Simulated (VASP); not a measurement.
C:

```
C
1.0
     2.46100    0.00000    0.00000
    -1.23050    2.13129    0.00000
     0.00000    0.00000    6.97632
C
4
Direct
  0.00000 0.00000 0.25000
  0.33333 0.66667 0.25000
  0.00000 0.00000 0.75000
  0.66667 0.33333 0.75000
```

The cell was built by a generator and needn't be a form met in nature.

Base run:

| Quantity | Value |
| --- | --- |
| Program | VASP 6.6.1 |
| Functional | PBE |
| Dispersion | TS |
| Potentials or basis | VASP PAW PBE potentials, release 64 (C) |
| Cutoff | 520 eV |
| k mesh | 16 × 16 × 4 |
| Occupations | fermi-dirac, width 0.05 eV |
| Spin | no spin polarisation |

Its results: band gap on the k mesh 0.68 eV, direct; pressure -0.7 GPa.

Q: The run is repeated on the same cell with these changes: dispersion from TS to D3(BJ). What comes out?

A: Band gap on the k mesh 0.68 eV, direct; pressure 1.5 GPa.

A k mesh can miss the band edges.

Not every run made on this cell is shown here.
